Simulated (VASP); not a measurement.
Method: PBE GGA, VASP's PBE PAW potentials (set 64) (plane waves; VASP).

VASP ran on this input.

KPOINTS:
```
Automatic
0
Gamma
6 6 6
```

File POSCAR:
```
BaTiO3
1
    3.9973051447     0.0000000000     0.0000000000
    0.0000000000     3.9973051447    -0.0000000000
    0.0000000000    -0.0000000000     4.2246222913
Ba Ti O
1 1 3
Direct
  0.0000000000   0.0000000000   0.0107824600
  0.5000000000   0.5000000000   0.5297439004
  0.5000000000   0.5000000000   0.9595045255
  0.0000000000   0.5000000000   0.4819845570
  0.5000000000   0.0000000000   0.4819845570
```

INCAR:
```
! general
SYSTEM  = BaTiO3
PREC    = Accurate
ENCUT   = 520
LREAL   = .False.
LASPH   = .True.

! electronic loop
EDIFF   = 1E-7
NELM    = 100
ALGO    = Normal
LMAXMIX = 4

! smearing
ISMEAR  = -5

! functional
GGA     = PE

! ions
ISIF    = 2

! output
LWAVE   = .False.
LCHARG  = .True.
LORBIT  = 11
NEDOS   = 601

! other
LEFG    = .True.
```

POTCAR, in this order: Ba_sv Ti_sv O (PBE.64 set). Program: vasp_std.

Output

File OSZICAR:
```
       N       E                     dE             d eps       ncg     rms          rms(c)
DAV:   1     0.451748526061E+03    0.45175E+03   -0.21273E+04  1920   0.180E+03
DAV:   2    -0.293483392593E+01   -0.45468E+03   -0.44789E+03  2392   0.485E+02
DAV:   3    -0.486409450772E+02   -0.45706E+02   -0.45653E+02  2792   0.147E+02
DAV:   4    -0.506753267238E+02   -0.20344E+01   -0.20333E+01  2760   0.283E+01
DAV:   5    -0.507508641862E+02   -0.75537E-01   -0.75533E-01  2712   0.395E+00    0.236E+01
DAV:   6    -0.402964704870E+02    0.10454E+02   -0.77951E+01  3064   0.781E+01    0.105E+01
DAV:   7    -0.402386228750E+02    0.57848E-01   -0.14361E+01  2608   0.283E+01    0.682E+00
DAV:   8    -0.400288201026E+02    0.20980E+00   -0.10136E+00  2640   0.981E+00    0.303E+00
DAV:   9    -0.400624038462E+02   -0.33584E-01   -0.31715E-01  2704   0.468E+00    0.138E+00
DAV:  10    -0.400463079417E+02    0.16096E-01   -0.14852E-01  2576   0.402E+00    0.399E-01
DAV:  11    -0.400448337946E+02    0.14741E-02   -0.99638E-03  2440   0.690E-01    0.110E-01
DAV:  12    -0.400447602748E+02    0.73520E-04   -0.83311E-04  2464   0.209E-01    0.424E-02
DAV:  13    -0.400447507390E+02    0.95358E-05   -0.23071E-04  2472   0.136E-01    0.181E-02
DAV:  14    -0.400447539057E+02   -0.31667E-05   -0.46508E-05  3008   0.564E-02    0.993E-03
DAV:  15    -0.400447538241E+02    0.81568E-07   -0.15972E-05  2760   0.324E-02    0.663E-03
DAV:  16    -0.400447536442E+02    0.17992E-06   -0.48968E-06  2568   0.200E-02    0.368E-03
DAV:  17    -0.400447535712E+02    0.73003E-07   -0.13799E-06  2504   0.112E-02    0.956E-04
DAV:  18    -0.400447535698E+02    0.13742E-08   -0.56692E-08  1072   0.265E-03
   1 F= -.40044754E+02 E0= -.40044754E+02  d E =0.000000E+00
```

**OUTCAR**
```
------------------------ aborting loop because EDIFF is reached ----------------------------------------
  FORCE on cell =-STRESS in cart. coord.  units (eV):
  Direction    XX          YY          ZZ          XY          YZ          ZX
  --------------------------------------------------------------------------------------
  Total       -0.0160854     -0.0160854     -0.0002330      0.0000000      0.0000000      0.0000000
  in kB       -0.3817854     -0.3817854     -0.0055306      0.0000000      0.0000000      0.0000000
  external PRESSURE =      -0.2563672 kB  Pullay stress =       0.0000000 kB
  volume of cell :       67.50
      direct lattice vectors                 reciprocal lattice vectors
     3.997305145  0.000000000  0.000000000     0.250168542  0.000000000  0.000000000
     0.000000000  3.997305145  0.000000000     0.000000000  0.250168542  0.000000000
     0.000000000  0.000000000  4.224622291     0.000000000  0.000000000  0.236707552
 POSITION                                       TOTAL-FORCE (eV/Angst)
 -----------------------------------------------------------------------------------
      0.00000      0.00000      0.04555         0.000000     -0.000000      0.004795
      1.99865      1.99865      2.23797        -0.000000     -0.000000      0.003130
      1.99865      1.99865      4.05354        -0.000000      0.000000      0.001564
      0.00000      1.99865      2.03620         0.000000     -0.000000     -0.004745
      1.99865      0.00000      2.03620        -0.000000     -0.000000     -0.004745
 -----------------------------------------------------------------------------------
    total drift:                                0.000000      0.000000     -0.000167
  FREE ENERGIE OF THE ION-ELECTRON SYSTEM (eV)
  ---------------------------------------------------
  free  energy   TOTEN  =       -40.0447535698 eV

  energy  without entropy=      -40.0447535698  energy(sigma->0) =      -40.04475357

 total charge

# of ion       s       p       d       tot
------------------------------------------
    1        2.005   5.644   0.300   7.949
    2        2.216   6.256   1.764  10.236
    3        1.570   3.452   0.000   5.022
    4        1.562   3.456   0.000   5.018
    5        1.562   3.456   0.000   5.018
--------------------------------------------------
tot          8.915  22.263   2.064  33.243
```
(Selected blocks of OUTCAR.)

File OUTCAR:
```
 val. band max:        3.6746720041   @ k =   0.5000   0.5000   0.5000

 cond. band min:       5.4397334383   @ k =   0.0000   0.0000   0.0000


 Fermi energy:         3.7255212567

 k-point     1 :       0.0000    0.0000    0.0000
  band No.  band energies     occupation
      1     -53.0207      2.00000
      2     -29.3535      2.00000
      3     -29.2129      2.00000
      4     -29.2129      2.00000
      5     -21.5659      2.00000
      6     -13.3273      2.00000
      7     -12.7497      2.00000
      8     -12.5714      2.00000
      9      -6.7646      2.00000
     10      -6.6895      2.00000
     11      -6.6895      2.00000
     12       1.0721      2.00000
     13       1.2073      2.00000
     14       1.2073      2.00000
     15       1.9274      2.00000
     16       1.9274      2.00000
     17       2.3554      2.00000
     18       2.7090      2.00000
     19       3.1000      2.00000
     20       3.1000      2.00000
     21       5.4397      0.00000
     22       6.0791      0.00000
     23       6.0791      0.00000
     24       7.6084      0.00000

 k-point     2 :       0.1667    0.0000    0.0000
  band No.  band energies     occupation
      1     -53.0205      2.00000
      2     -29.3530      2.00000
      3     -29.2258      2.00000
      4     -29.2125      2.00000
      5     -21.5405      2.00000
      6     -13.3390      2.00000
      7     -12.7291      2.00000
      8     -12.5535      2.00000
      9      -6.7324      2.00000
     10      -6.6494      2.00000
     11      -6.6263      2.00000
     12       0.7704      2.00000
     13       1.0391      2.00000
     14       1.1647      2.00000
     15       1.5860      2.00000
     16       1.7735      2.00000
     17       2.2540      2.00000
     18       2.4885      2.00000
     19       2.7867      2.00000
     20       2.8877      2.00000
     21       5.8979      0.00000
     22       6.1175      0.00000
     23       6.1249      0.00000
     24       7.7635      0.00000
...
```

Unless said otherwise, spin-orbit coupling is left out, though it shifts the bands of the heavy elements here.

The compound is BaTiO3 in the tetragonal perovskite structure. It was relaxed first.
